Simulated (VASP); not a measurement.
```
CELL_PARAMETERS angstrom
      1.84549    -3.19649     0.00000
      1.84549     3.19649     0.00000
      0.00000     0.00000     6.06294
ATOMIC_POSITIONS crystal
  Zr 0.00000 0.00000 0.00000
  S  0.33333 0.66667 0.23692
  S  0.66667 0.33333 0.76308
```

Method: r2SCAN meta-GGA, VASP's PBE PAW potentials (set 64) (plane waves; VASP). Run with 520 eV cut-off, 8×8×4 Γ-centred mesh, tetrahedra with Blöchl corrections, potentials Zr_sv S.

The cores are frozen, which limits the accuracy of field gradients.

Give the principal components of the electric field gradient (V/Å²) and the asymmetry η at each nucleus.

| atom | Vxx | Vyy | Vzz | η |
|---|---|---|---|---|
| Zr1 | 2.2 | 2.2 | -4.4 | 0.00 |
| S2 | 0.8 | 0.8 | -1.6 | 0.00 |
| S3 | 0.8 | 0.8 | -1.6 | 0.00 |

The compound is ZrS2 in the 1T layered structure. It was relaxed first, which changed the volume by +6 %.
